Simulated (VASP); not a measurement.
Here is the system:

```xyz
3
Lattice="0.0000 3.0297 3.0297 3.0297 0.0000 3.0297 3.0297 3.0297 0.0000" Properties=species:S:1:pos:R:3 pbc="T T T"
Al     1.5149     1.5149     1.5149
Al     4.5446     4.5446     4.5446
Pt     0.0000     0.0000     0.0000
```

All values below come from PBE GGA, VASP's PBE PAW potentials (set 64) (plane waves; VASP). Settings: 520 eV cut-off, 9×9×9 Γ-centred mesh, first-order Methfessel-Paxton smearing of 0.10 eV, potentials Al Pt.

Unless said otherwise, spin-orbit coupling is left out, though it shifts the bands of the heavy elements here.

Task: Predict the energy per atom (σ→0), pressure, band gap (on the k-mesh) with the smallest direct gap where there is one.

Result: 
```
Property                                                    Result
------------------------  ----------------------------------------
band gap (on the k-mesh)  none (metal, semimetal or under 0.01 eV)
energy per atom (σ→0)                               -5398 meV/atom
pressure                                                 -6.72 GPa
```

The compound is PtAl2 in the fluorite structure. This cell is one point of a volume scan, at 1.06 of the reference volume.
